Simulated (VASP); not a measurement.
Level of theory: PBEsol GGA, VASP's PBE PAW potentials (set 64) (plane waves; VASP).

The input files of a VASP run:

**POSCAR**
```
GaP
1
    0.0000000000     2.7250000000     2.7250000000
    2.7250000000     0.0000000000     2.7250000000
    2.7250000000     2.7250000000     0.0000000000
Ga P
1 1
Direct
  0.0000000000   0.0000000000   0.0000000000
  0.2500000000   0.2500000000   0.2500000000
```

File KPOINTS:
```
Automatic
0
G
  10 10 10
0 0 0
```

### INCAR
```
ALGO=Normal
EDIFF=1E-6
ENCUT=300
GGA=PS
ISIF=2
ISMEAR=-1
LASPH=.TRUE.
LCHARG=.FALSE.
LMAXMIX=4
LREAL=.FALSE.
LWAVE=.FALSE.
NELM=100
PREC=Accurate
SIGMA=0.01
SYSTEM=GaP
```

POTCAR, in this order: Ga_d P (PBE.64 set). Program: vasp_std.

**Question.** Estimate the energy per atom (σ→0).

**Answer.** 
energy per atom (σ→0): -4.961 eV/atom

File OSZICAR:
```
...
DAV:   6    -0.996301926714E+01    0.24093E+00   -0.43327E-01  1886   0.135E+01    0.267E+00
DAV:   7    -0.992459289418E+01    0.38426E-01   -0.94512E-02  1617   0.256E+00    0.998E-01
DAV:   8    -0.992167260130E+01    0.29203E-02   -0.12946E-02  1435   0.158E+00    0.154E-01
DAV:   9    -0.992182038219E+01   -0.14778E-03   -0.10719E-03  1809   0.530E-01    0.655E-02
DAV:  10    -0.992184289859E+01   -0.22516E-04   -0.58739E-05  1542   0.808E-02    0.267E-02
DAV:  11    -0.992186952395E+01   -0.26625E-04   -0.27702E-05  1372   0.615E-02    0.378E-03
DAV:  12    -0.992186943257E+01    0.91376E-07   -0.13237E-06  1114   0.174E-02
   1 F= -.99218694E+01 E0= -.99218694E+01  d E =-.356146E-14
```

The structure is a typed GaP crystal. The cell was not relaxed at this level.
